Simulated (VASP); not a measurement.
# La2Mg3 (Pm-3m) in VASP: a series of runs, part 2 of 2

VASP 6.6.1. Earlier steps stand in the parts before.

### Step 3. Relaxation of cell and atoms, PBE (random cell by space group and Wyckoff sites (Pm-3m, No. 221))

File INCAR:

```
SYSTEM = La2Mg3
PREC = Accurate ; ENCUT = 600
EDIFF = 1E-6 ; ISMEAR = 0
SIGMA = 0.1 ; LREAL = .False.
LASPH = .True. ; NELM = 100
ALGO = Normal ; ISIF = 3
LWAVE = .False. ; LCHARG = .False.
GGA = PE ; IBRION = 2
NSW = 100 ; EDIFFG = -0.01
```

File KPOINTS:

```
Automatic mesh
0
Gamma
  8 8 8
  0 0 0
```

File POSCAR:

```
La2Mg3
1.0
    5.6678647837      0.0000000000      0.0000000000
    0.0000000000      5.6678647837      0.0000000000
    0.0000000000      0.0000000000      5.6678647837
La Mg
2 3
Direct
    0.0000000000      0.0000000000      0.0000000000
    0.5000000000      0.5000000000      0.5000000000
    0.0000000000      0.5000000000      0.5000000000
    0.5000000000      0.0000000000      0.5000000000
    0.5000000000      0.5000000000      0.0000000000
```

Potentials or basis: VASP PAW PBE potentials, release 64 (La, Mg).

On the command line:

```sh
cat potpaw_PBE.64/La/POTCAR potpaw_PBE.64/Mg/POTCAR > POTCAR
mpirun -np 1 vasp_std > vasp.out
```

OUTCAR:

```text
SYSTEM = La2Mg3
   PREC = Accurate
   ENCUT = 600
   EDIFF = 1E-6
   ISMEAR = 0
   LREAL = .False.
   LASPH = .True.
   NELM = 100
   ISIF = 3
   GGA = PE
   IBRION = 2
   NSW = 100
   EDIFFG = -0.01

 ion  position               nearest neighbor table
   1  0.000  0.000  0.000-
   2  0.500  0.500  0.500-   3 2.83   4 2.83   5 2.83   5 2.83   4 2.83   3 2.83
   3  0.000  0.500  0.500-   2 2.83   2 2.83
   4  0.500  0.000  0.500-   2 2.83   2 2.83
   5  0.500  0.500  0.000-   2 2.83   2 2.83

  LATTYP: Found a simple cubic cell.
 ALAT       =     5.6678647837

  Lattice vectors:

 A1 = (   5.6678647837,   0.0000000000,   0.0000000000)
 A2 = (   0.0000000000,   5.6678647837,   0.0000000000)
 A3 = (   0.0000000000,   0.0000000000,   5.6678647837)

Analysis of symmetry for initial positions (statically):
=====================================================================
 Subroutine PRICEL returns:
 Original cell was already a primitive cell.

 Routine SETGRP: Setting up the symmetry group for a
 simple cubic supercell.

 Subroutine GETGRP returns: Found 48 space group operations
 (whereof 48 operations were pure point group operations)
 out of a pool of 48 trial point group operations.

The static configuration has the point symmetry O_h .

Analysis of symmetry for dynamics (positions and initial velocities):
=====================================================================
 Subroutine PRICEL returns:
 Original cell was already a primitive cell.

 Routine SETGRP: Setting up the symmetry group for a
 simple cubic supercell.

[... 184 lines left out ...]
      0.00000      0.00000      0.00000         0.000000      0.000000      0.000000
      2.83393      2.83393      2.83393         0.000000      0.000000      0.000000
      0.00000      2.83393      2.83393         0.000000      0.000000      0.000000
      2.83393      0.00000      2.83393         0.000000      0.000000      0.000000
      2.83393      2.83393      0.00000         0.000000      0.000000      0.000000
 -----------------------------------------------------------------------------------
    total drift:                                0.000000     -0.000000     -0.000000

  FREE ENERGIE OF THE ION-ELECTRON SYSTEM (eV)
  ---------------------------------------------------
  free  energy   TOTEN  =       -10.5914367188 eV

  energy  without entropy=      -10.5636191072  energy(sigma->0) =      -10.57752791

--------------------------------------- Ionic step        2  -------------------------------------------

 number of electron      27.9999998 magnetization

 Free energy of the ion-electron system (eV)
  ---------------------------------------------------
  ext. energy  EPLUGINS =         0.00000000
  ---------------------------------------------------
  free energy    TOTEN  =       -10.59176680 eV

  energy without entropy =      -10.56354487  energy(sigma->0) =      -10.57765584

 E-fermi :   3.4526     XC(G=0):  -8.1024

 val. band max:        3.4442572776   @ k =   0.2500   0.1250   0.0000
 cond. band min:       3.4639504554   @ k =   0.5000   0.2500   0.0000
 fundamental gap:      0.0196931777
 Fermi energy:         3.4525706973

 k-point     1 :       0.0000    0.0000    0.0000
  band No.  band energies     occupation
      1     -30.5872      2.00000
      2     -29.4714      2.00000
      3     -14.1286      2.00000
      4     -14.1286      2.00000
      5     -14.1286      2.00000
      6     -13.3406      2.00000
[... 481 lines left out ...]
      5     -14.1275      2.00000
      6     -13.3715      2.00000
[... 10 lines left out ...]
     17       4.0661      0.00000
     18       4.1288      0.00000

 [... further k-points ...]
[... 5 lines left out ...]
  --------------------------------------------------------------------------------------
  -------------------------------------------------------------------------------------
  Total        0.0449738      0.0449738      0.0449738     -0.0000000     -0.0000000      0.0000000
  in kB        0.3942559      0.3942559      0.3942559     -0.0000000     -0.0000000      0.0000000
  external PRESSURE =       0.3942559 kB  Pullay stress =       0.0000000 kB

 VOLUME and BASIS-vectors are now :
 -----------------------------------------------------------------------------
  energy-cutoff  :      600.00
  volume of cell :      182.76
      direct lattice vectors                 reciprocal lattice vectors
     5.674976070 -0.000000000  0.000000000     0.176212197 -0.000000000 -0.000000000
     0.000000000  5.674976070 -0.000000000     0.000000000  0.176212197 -0.000000000
     0.000000000  0.000000000  5.674976070     0.000000000  0.000000000  0.176212197

 POSITION                                       TOTAL-FORCE (eV/Angst)
 -----------------------------------------------------------------------------------
      0.00000      0.00000      0.00000         0.000000     -0.000000      0.000000
      2.83749      2.83749      2.83749        -0.000000      0.000000      0.000000
      0.00000      2.83749      2.83749         0.000000     -0.000000      0.000000
      2.83749     -0.00000      2.83749         0.000000     -0.000000      0.000000
      2.83749      2.83749     -0.00000         0.000000     -0.000000      0.000000
 -----------------------------------------------------------------------------------
    total drift:                                0.000000     -0.000000     -0.000000

  FREE ENERGIE OF THE ION-ELECTRON SYSTEM (eV)
  ---------------------------------------------------
  free  energy   TOTEN  =       -10.5917668038 eV

  energy  without entropy=      -10.5635448679  energy(sigma->0) =      -10.57765584

 reached required accuracy - stopping structural energy minimisation
```

OSZICAR:

```text
N       E                     dE             d eps       ncg     rms          rms(c)
DAV:   1     0.304548075640E+03    0.30455E+03   -0.10118E+04  1260   0.180E+03
DAV:   2     0.554414002918E+02   -0.24911E+03   -0.24676E+03  1836   0.306E+02
DAV:   3    -0.459723960470E+01   -0.60039E+02   -0.59460E+02  2120   0.178E+02
DAV:   4    -0.106405289132E+02   -0.60433E+01   -0.58505E+01  2504   0.575E+01
[... 18 lines left out ...]
DAV:   4    -0.105917811423E+02    0.28457E-04   -0.20569E-04  2516   0.813E-02    0.155E-02
DAV:   5    -0.105917692005E+02    0.11942E-04   -0.43158E-05  2280   0.518E-02    0.737E-03
DAV:   6    -0.105917679794E+02    0.12211E-05   -0.16340E-05  2488   0.292E-02    0.469E-03
DAV:   7    -0.105917669073E+02    0.10721E-05   -0.26751E-06  1670   0.132E-02    0.209E-03
DAV:   8    -0.105917668038E+02    0.10356E-06   -0.12999E-06  1656   0.113E-02
   2 F= -.10591767E+02 E0= -.10577656E+02  d E =-.330085E-03
```

CONTCAR:

```text
La2Mg3
   1.00000000000000
     5.6749760704185501   -0.0000000000000000    0.0000000000000000
     0.0000000000000000    5.6749760704185501   -0.0000000000000000
     0.0000000000000000    0.0000000000000000    5.6749760704185501
  La              Mg
     2     3
Direct
     0.0000000000000000    0.0000000000000000    0.0000000000000000
     0.5000000000000000    0.5000000000000000    0.5000000000000000
     0.0000000000000000    0.5000000000000000    0.5000000000000000
     0.5000000000000000    0.0000000000000000    0.5000000000000000
     0.5000000000000000    0.5000000000000000    0.0000000000000000

  0.00000000E+00  0.00000000E+00  0.00000000E+00
  0.00000000E+00  0.00000000E+00  0.00000000E+00
  0.00000000E+00  0.00000000E+00  0.00000000E+00
  0.00000000E+00  0.00000000E+00  0.00000000E+00
  0.00000000E+00  0.00000000E+00  0.00000000E+00
```

Wall time 4.5 min (1 thread of Intel Xeon Platinum 8375C at 2.90GHz (Ice Lake), shared host); peak memory 0.45 GiB.

What came out:

| Property | Result |
| --- | --- |
| Free energy | -10.5918 eV |
| Relaxed volume | 36.55 Å³/atom |
| Relaxed cell | a = 5.675 Å, b = 5.675 Å, c = 5.675 Å, α = 90.00°, β = 90.00°, γ = 90.00° |
| Space group after relaxing (to 0.05 Å) | Pm-3m (No. 221) |
| Energy gained by relaxing | 0.1 meV/atom |
| Ionic steps | 2 |
| Pressure after relaxing | 0.0 GPa |
| Band gap on the k mesh | none (metal or under the smearing width) |

The path:
```
step  energy change (eV)  largest force (eV/Å)  pressure (GPa)  volume (Å³)
   1              0.0000                0.0000            0.11       182.08
   2             -0.0003                0.0000            0.04       182.76
```

Final structure:
```xyz
5
Lattice="5.6750 0.0000 0.0000 0.0000 5.6750 0.0000 0.0000 0.0000 5.6750" Properties=species:S:1:pos:R:3 pbc="T T T"
La    0.0000    0.0000    0.0000
La    2.8375    2.8375    2.8375
Mg    0.0000    2.8375    2.8375
Mg    2.8375    0.0000    2.8375
Mg    2.8375    2.8375    0.0000
```

Levels at points of the mesh, in eV from the Fermi level:
| k point | band 11 | band 12 | band 13 | band 14 | band 15 | band 16 | band 17 | band 18 |
| --- | --- | --- | --- | --- | --- | --- | --- | --- |
| (0.00, 0.00, 0.00) | -2.07 | 0.35 | 0.35 | 0.35 | 0.45 | 0.45 | 0.45 | 0.61 |
| (0.50, 0.00, 0.00) | -1.68 | -0.18 | -0.18 | -0.12 | 0.13 | 0.13 | 0.16 | 0.52 |
| (0.50, 0.50, 0.00) | -1.64 | -1.64 | -0.59 | -0.59 | 0.02 | 0.39 | 0.61 | 0.64 |
| (0.50, 0.50, 0.50) | -1.55 | -1.24 | -1.24 | -1.24 | -0.45 | 0.44 | 0.44 | 0.68 |

### Step 4. Single point, PBE (random cell by space group and Wyckoff sites (Pm-3m, No. 221))

File INCAR:

```
  PREC = Accurate
  ENCUT = 520
  EDIFF = 1E-7
  ISMEAR = 0
  SIGMA = 0.1
  LREAL = False
  LASPH = True
  NELM = 80
  ALGO = Normal
  ISIF = 2
  LWAVE = False
  LCHARG = False
  GGA = PE
  NBANDS = 22
```

File KPOINTS:

```
Automatic mesh
0
Gamma
  4 4 4
```

Changes to POSCAR since step 3:

```diff
@@ -2,5 +2,5 @@
 1.0
-    5.6678647837      0.0000000000      0.0000000000
-    0.0000000000      5.6678647837      0.0000000000
-    0.0000000000      0.0000000000      5.6678647837
+    4.1167813200      0.0000000000      0.0000000000
+    0.0000000000      4.1167813200      0.0000000000
+    0.0000000000      0.0000000000      4.1167813200
 La Mg
```

On the command line:

```sh
cat potpaw_PBE.64/La/POTCAR potpaw_PBE.64/Mg/POTCAR > POTCAR
mpirun -np 1 vasp_std > vasp.out
```

Run time: 27 s. Hardware: 1 thread of Intel Xeon Platinum 8375C at 2.90GHz (Ice Lake), shared host; peak memory 0.18 GiB.

It converged, with:

```yaml
Free_energy: 12.3359 eV
Pressure: 147.2 GPa
Band_gap_on_the_k_mesh: none (metal or under the smearing width)
```

Levels at points of the mesh, in eV from the Fermi level:
| k point | band 11 | band 12 | band 13 | band 14 | band 15 | band 16 | band 17 | band 18 |
| --- | --- | --- | --- | --- | --- | --- | --- | --- |
| (0.00, 0.00, 0.00) | -3.54 | -1.45 | -1.45 | -1.45 | 1.32 | 1.32 | 1.32 | 1.77 |
| (0.50, 0.00, 0.00) | -1.62 | -1.30 | -1.30 | -1.29 | -0.70 | 0.00 | 0.00 | 1.06 |
| (0.50, 0.50, 0.00) | -2.81 | -2.81 | 0.70 | 0.70 | 1.76 | 1.76 | 2.04 | 2.05 |
| (0.50, 0.50, 0.50) | -1.94 | -0.97 | -0.97 | -0.97 | 1.52 | 1.95 | 1.95 | 1.95 |

Caveat: the k mesh is coarse (spacing up to 0.38 Å⁻¹), so the values aren't converged; a pressure of tens of GPa on the cell as given is suspect, and the run, the potentials or the cell itself is likely at fault. Spin-orbit coupling is left out, which matters for the levels of La.

### Step 5. Relaxation of cell and atoms, PBE (random cell by space group and Wyckoff sites (Pm-3m, No. 221))

File INCAR:

```
PREC = Accurate
ENCUT = 600
EDIFF = 1E-6
ISMEAR = 0
SIGMA = 0.1
LREAL = F
LASPH = T
NELM = 100
ALGO = Normal
ISIF = 3
LWAVE = F
LCHARG = F
GGA = PE
IBRION = 2
NSW = 90
EDIFFG = -0.04
```

KPOINTS is that of step 4.

POSCAR is that of step 4.

Potentials or basis: VASP PAW PBE potentials, release 64 (La, Mg).

On the command line:

```sh
cat potpaw_PBE.64/La/POTCAR potpaw_PBE.64/Mg/POTCAR > POTCAR
mpirun -np 1 vasp_std > vasp.out
```

OUTCAR:

```text
PREC = Accurate
   ENCUT = 600
   EDIFF = 1E-6
   ISMEAR = 0
   LREAL = F
   LASPH = T
   NELM = 100
   ISIF = 3
   GGA = PE
   IBRION = 2
   NSW = 90
   EDIFFG = -0.04

 ion  position               nearest neighbor table
   1  0.000  0.000  0.000-   3 2.91   4 2.91   5 2.91   3 2.91   4 2.91   3 2.91   5 2.91   3 2.91
                             4 2.91   5 2.91   4 2.91   5 2.91   2 3.57   2 3.57   2 3.57   2 3.57
   2  0.500  0.500  0.500-   3 2.06   4 2.06   5 2.06   5 2.06   4 2.06   3 2.06   1 3.57   1 3.57
                             1 3.57   1 3.57   1 3.57   1 3.57   1 3.57   1 3.57
   3  0.000  0.500  0.500-   2 2.06   2 2.06   4 2.91   5 2.91   1 2.91   5 2.91   1 2.91   4 2.91
                             1 2.91   1 2.91   4 2.91   5 2.91   5 2.91   4 2.91
   4  0.500  0.000  0.500-   2 2.06   2 2.06   3 2.91   5 2.91   1 2.91   5 2.91   1 2.91   3 2.91
                             5 2.91   5 2.91   1 2.91   3 2.91   1 2.91   3 2.91
   5  0.500  0.500  0.000-   2 2.06   2 2.06   3 2.91   4 2.91   1 2.91   3 2.91   4 2.91   1 2.91
                             4 2.91   4 2.91   1 2.91   3 2.91   3 2.91   1 2.91

[... 187 lines left out ...]
  band No.  band energies     occupation
      1     -21.3282      2.00000
      2     -19.1653      2.00000
      3      -5.4522      2.00000
      4      -5.4522      2.00000
      5      -5.4522      2.00000
      6      -2.9932      2.00000
[... 393 lines left out ...]
--------------------------------------- Ionic step        6  -------------------------------------------

 number of electron      28.0000010 magnetization

 Free energy of the ion-electron system (eV)
  ---------------------------------------------------
  ext. energy  EPLUGINS =         0.00000000
  ---------------------------------------------------
  free energy    TOTEN  =       -10.53055383 eV

  energy without entropy =      -10.49393765  energy(sigma->0) =      -10.51224574

 E-fermi :   3.4674     XC(G=0):  -8.1236

 val. band max:        3.3745016243   @ k =   0.2500   0.2500   0.0000
 cond. band min:       3.5030429881   @ k =   0.5000   0.2500   0.0000
 fundamental gap:      0.1285413638
 Fermi energy:         3.4673803001

 k-point     1 :       0.0000    0.0000    0.0000
  band No.  band energies     occupation
      1     -30.5121      2.00000
      2     -29.4370      2.00000
      3     -14.0583      2.00000
      4     -14.0583      2.00000
      5     -14.0583      2.00000
      6     -13.3142      2.00000
[... 231 lines left out ...]
  FREE ENERGIE OF THE ION-ELECTRON SYSTEM (eV)
  ---------------------------------------------------
  free  energy   TOTEN  =       -10.5305538269 eV

  energy  without entropy=      -10.4939376458  energy(sigma->0) =      -10.51224574

 reached required accuracy - stopping structural energy minimisation
```

OSZICAR:

```text
N       E                     dE             d eps       ncg     rms          rms(c)
DAV:   1     0.325288313164E+03    0.32529E+03   -0.11022E+04   368   0.250E+03
DAV:   2     0.700637356744E+02   -0.25522E+03   -0.25221E+03   512   0.406E+02
DAV:   3     0.220805139765E+02   -0.47983E+02   -0.46935E+02   636   0.212E+02
[... 163 lines left out ...]
DAV:   7    -0.105306015978E+02   -0.70468E-04   -0.81916E-04   688   0.198E-01    0.447E-02
DAV:   8    -0.105305866855E+02    0.14912E-04   -0.20258E-04   568   0.876E-02    0.305E-02
DAV:   9    -0.105305587799E+02    0.27906E-04   -0.78302E-05   574   0.627E-02    0.144E-02
DAV:  10    -0.105305533698E+02    0.54101E-05   -0.53472E-05   710   0.372E-02    0.168E-03
DAV:  11    -0.105305538269E+02   -0.45714E-06   -0.19192E-06   394   0.667E-03
   6 F= -.10530554E+02 E0= -.10512246E+02  d E =-.228627E+02
```

It took 4.7 min on 1 thread of Intel Xeon Platinum 8375C at 2.90GHz (Ice Lake), shared host; peak memory 0.22 GiB.

Results:

```yaml
Free_energy: -10.5306 eV
Relaxed_volume: 36.32 Å³/atom
Relaxed_cell: a = 5.663 Å, b = 5.663 Å, c = 5.663 Å, α = 90.00°, β = 90.00°, γ = 90.00°
Space_group_after_relaxing_to_0.05_Å: Pm-3m (No. 221)
Energy_gained_by_relaxing: 4572.5 meV/atom
Ionic_steps: 6
Pressure_after_relaxing: 0.1 GPa
Band_gap_on_the_k_mesh: none (metal or under the smearing width)
```

The path:
```tsv
step	energy change (eV)	largest force (eV/Å)	pressure (GPa)	volume (Å³)
1	0.0000	0.0000	147.25	69.77
2	-21.0146	0.0000	-3.54	295.92
3	-22.7431	0.0000	2.45	165.39
4	-22.8068	0.0000	-1.23	196.81
5	-22.8620	0.0000	-0.21	184.65
6	-22.8627	0.0000	0.13	181.59
```

Final structure:
```
La Mg
1.0
     5.66283    0.00000    0.00000
     0.00000    5.66283    0.00000
     0.00000    0.00000    5.66283
La Mg
2 3
Direct
  0.00000 0.00000 0.00000
  0.50000 0.50000 0.50000
  0.00000 0.50000 0.50000
  0.50000 0.00000 0.50000
  0.50000 0.50000 0.00000
```

Caveat: the k mesh is coarse (spacing up to 0.38 Å⁻¹), so the values aren't converged; the volume moved by over 15 % at a fixed basis, so the end points are rough. Spin-orbit coupling is left out, which matters for the levels of La.

### Step 6. Overview

```csv
task,cell,k mesh,cutoff (eV),mesh quality,gap on the mesh (eV),pressure (GPa),relaxed volume (Å³/atom)
single point,"random cell by space group and Wyckoff sites (Pm-3m, No. 221)",8 × 8 × 8,520,not flagged,none,0.0,-
relaxation of cell and atoms,"relaxed from: random cell by space group and Wyckoff sites (Pm-3m, No. 221)",8 × 8 × 8,600,not flagged,none,0.0,36.55
single point,"random cell by space group and Wyckoff sites (Pm-3m, No. 221)",4 × 4 × 4,520,coarse,none,147.2,-
relaxation of cell and atoms,"relaxed from: random cell by space group and Wyckoff sites (Pm-3m, No. 221)",4 × 4 × 4,600,coarse,none,0.1,36.32
```

Alike in all rows: level PBE; potentials or basis VASP PAW PBE potentials, release 64 (La, Mg); no spin polarisation; smearing gaussian 0.1 eV.

Caveats: some runs use coarse meshes; a pressure of tens of GPa on the cell as given is suspect, and the run, the potentials or the cell itself is likely at fault (some runs); the volume moved by over 15 % at a fixed basis, so the end points are rough (some runs).

Absolute energies hang on the potentials; compare differences alone.
